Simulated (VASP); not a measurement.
```yaml
crystal:
  lattice:
    - [0.00000, 3.27276, 3.27276]
    - [3.27276, 0.00000, 3.27276]
    - [3.27276, 3.27276, 0.00000]
  atoms:
    - { symbol: Cd, position: [0.00000, 0.00000, 0.00000] }
    - { symbol: Te, position: [0.25000, 0.25000, 0.25000] }
```

All values below come from r2SCAN meta-GGA, VASP's PBE PAW potentials (set 64) (plane waves; VASP 6.6.1). Numerical set-up: 480 eV cut-off, 6×6×6 Γ-centred mesh, Gaussian smearing of 0.050 eV, potentials Cd Te.

Unless said otherwise, spin-orbit coupling is left out, though it shifts the bands of the heavy elements here.

What does the run give for the energy per atom (σ→0), band gap (on the k-mesh) with the smallest direct gap where there is one?

```yaml
band gap (on the k-mesh): 1.17 eV
smallest direct gap (on the k-mesh): 1.17 eV
energy per atom (σ→0): -23.320 eV/atom
```

Only differences to runs with the same potentials and settings are physical.

The compound is CdTe in the zinc blende structure. It was relaxed first.
